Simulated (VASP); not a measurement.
OSZICAR of a VASP run on Ge (diamond):

File OSZICAR:
```
       N       E                     dE             d eps       ncg     rms          rms(c)
DAV:   1     0.150165745444E+03    0.15017E+03   -0.13622E+04  1736   0.365E+03
DAV:   2     0.978488689143E+01   -0.14038E+03   -0.13798E+03  1700   0.487E+02
DAV:   3    -0.855380803128E+01   -0.18339E+02   -0.18226E+02  1836   0.138E+02
DAV:   4    -0.909510294190E+01   -0.54129E+00   -0.54000E+00  1898   0.278E+01
DAV:   5    -0.910497622840E+01   -0.98733E-02   -0.98711E-02  1938   0.376E+00    0.300E+00
DAV:   6    -0.905861453021E+01    0.46362E-01   -0.20207E-02  1860   0.163E+00    0.180E+00
DAV:   7    -0.903126645389E+01    0.27348E-01   -0.50493E-02  1776   0.228E+00    0.153E-01
DAV:   8    -0.903296429877E+01   -0.16978E-02   -0.66029E-03  1948   0.127E+00    0.544E-02
DAV:   9    -0.903297436463E+01   -0.10066E-04   -0.27210E-04  2200   0.325E-01    0.190E-02
DAV:  10    -0.903300974096E+01   -0.35376E-04   -0.10602E-04  1794   0.142E-01    0.549E-03
DAV:  11    -0.903301136311E+01   -0.16221E-05   -0.99644E-06  2128   0.602E-02    0.198E-03
DAV:  12    -0.903301161059E+01   -0.24748E-06   -0.62950E-07  1320   0.113E-02
   1 F= -.90330116E+01 E0= -.90330152E+01  d E =-.903301E+01
```

### Question
Which electronic solver shows in the log?

### Answer
It is blocked Davidson (ALGO = Normal, or the opening steps of other solvers). The INCAR had ALGO = Normal.

### Question
Can the final energy be trusted as converged?

### Answer
Self-consistency was reached. It stopped with EDIFF = 1E-6, NELM = 100, NSW = 60 and EDIFFG = -0.01 after 1 ionic step (PBE GGA, plane waves, VASP's PBE PAW potentials (set 64)).

The compound is Ge in the diamond structure. It was relaxed first. The start is the result of an earlier pass.
